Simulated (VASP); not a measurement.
Data:

```
CELL_PARAMETERS angstrom
      4.06051     0.00000     0.00000
      0.00000     4.06051     0.00000
      0.00000     0.00000     4.06051
ATOMIC_POSITIONS crystal
  Ba 0.00000 0.00000 0.00000
  Ti 0.50000 0.50000 0.50000
  O  0.50000 0.00000 0.50000
  O  0.00000 0.50000 0.50000
  O  0.50000 0.50000 0.00000
```

The numbers are results of optB88-vdW, VASP's PBE PAW potentials (set 64) (plane waves; VASP), not measurements. Numerical set-up: 520 eV cut-off, 6×6×6 Γ-centred mesh, Gaussian smearing of 0.050 eV, potentials Ba_sv Ti_sv O.

Unless said otherwise, spin-orbit coupling is left out, though it shifts the bands of the heavy elements here.

Task: Predict the energy per atom (σ→0), pressure, band gap (on the k-mesh) with the smallest direct gap where there is one.

Result: 
```
Property                                     Result
-----------------------------------  --------------
band gap (on the k-mesh)                    1.66 eV
smallest direct gap (on the k-mesh)         1.84 eV
energy per atom (σ→0)                -6.186 eV/atom
pressure                                  -4.70 GPa
```

Only differences to runs with the same potentials and settings are physical.

The compound is BaTiO3 in the cubic perovskite structure, the ideal cubic form; the compound distorts at low or room temperature. This cell is one point of a volume scan, at 1.03 of the reference volume.
